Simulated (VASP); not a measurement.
An input for Quantum ESPRESSO's pw.x (written as the equivalent of a VASP run, and not itself run):

```
&CONTROL
  calculation = 'scf'
  pseudo_dir = './pseudo'
  outdir = './out'
  tprnfor = .true.
  tstress = .true.
/
&SYSTEM
  ibrav = 0
  nat = 3
  ntyp = 2
  ecutwfc = 102
  occupations = 'tetrahedra'
  input_dft = 'vdw-df-cx'
/
&ELECTRONS
  conv_thr = 7.3e-09
  electron_maxstep = 100
/
ATOMIC_SPECIES
  Cd 112.414 Cd.upf
  F 18.998 F.upf
CELL_PARAMETERS angstrom
     0.0000000    2.7073470    2.7073470
     2.7073470   -0.0000000    2.7073470
     2.7073470    2.7073470    0.0000000
ATOMIC_POSITIONS crystal
  Cd   0.0000000  0.0000000  0.0000000
  F    0.2500000  0.2500000  0.2500000
  F    0.7500000  0.7500000  0.7500000
K_POINTS automatic
  8 8 8 0 0 0
```

Question: Translate this input to VASP (INCAR, KPOINTS, POSCAR, choice of POTCAR).

Answer: One answer among several that fit: 
**INCAR**
```
AGGAC  =  0.0
PREC  =  Accurate
LORBIT  =  11   # lm-projected
ISMEAR  =  -5
NELM  =  100   # most electronic steps
ISIF  =  2   # forces and stress, cell fixed
LWAVE  =  .False.
ALGO  =  Normal
GGA  =  CX
ENCUT  =  520   # plane-wave cut-off (eV)
LASPH  =  .True.   # aspherical one-centre terms
NEDOS  =  601   # DOS grid
LUSE_VDW  =  .True.
EDIFF  =  1E-7
LMAXMIX  =  4   # l cut-off of mixed one-centre charges
SYSTEM  =  CdF2
LEFG  =  .True.
LCHARG  =  .True.
LREAL  =  .False.   # projection in real space or not
```

KPOINTS:
```
kpoints
0
Gamma
  8 8 8
0 0 0
```

### POSCAR
```
CdF2
1
    0.0000000000     2.7073470273     2.7073470273
    2.7073470273    -0.0000000000     2.7073470273
    2.7073470273     2.7073470273     0.0000000000
Cd F
1 2
Direct
  0.0000000000   0.0000000000   0.0000000000
  0.2500000000   0.2500000000   0.2500000000
  0.7500000000   0.7500000000   0.7500000000
```

POTCAR, in this order: Cd F (PBE.64 set). Program: vasp_std.

The two are equivalent in intent, not identical: the potentials are each code's own (VASP's PAW set, PseudoDojo norm-conserving files in pw.x), so ENCUT and ecutwfc are chosen apart and not converted; conv_thr bounds pw.x's estimated SCF error, while EDIFF bounds the energy change between steps; the field gradients of LEFG aren't asked of the other code.

The compound is CdF2 in the fluorite structure. It was relaxed first.
